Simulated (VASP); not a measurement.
Input:

```xyz
3
Lattice="0.0000 3.1831 3.1831 3.1831 0.0000 3.1831 3.1831 3.1831 0.0000" Properties=species:S:1:pos:R:3 pbc="T T T"
Mg     1.5916     1.5916     1.5916
Mg     4.7747     4.7747     4.7747
Ge     0.0000     0.0000     0.0000
```

All values below come from AM05 GGA, VASP's PBE PAW potentials (set 64) (plane waves; VASP). Numerical set-up: 520 eV cut-off, 6×6×6 Γ-centred mesh, Gaussian smearing of 0.050 eV, potentials Mg Ge_d.

Q: Predict the energy per atom (σ→0), band gap (on the k-mesh) with the smallest direct gap where there is one.

A: 
```
Quantity                                      Value
-----------------------------------  --------------
band gap (on the k-mesh)                    0.07 eV
smallest direct gap (on the k-mesh)         1.04 eV
energy per atom (σ→0)                -2.887 eV/atom
```

The compound is Mg2Ge in the antifluorite structure. It was relaxed first. The start is the result of an earlier pass.
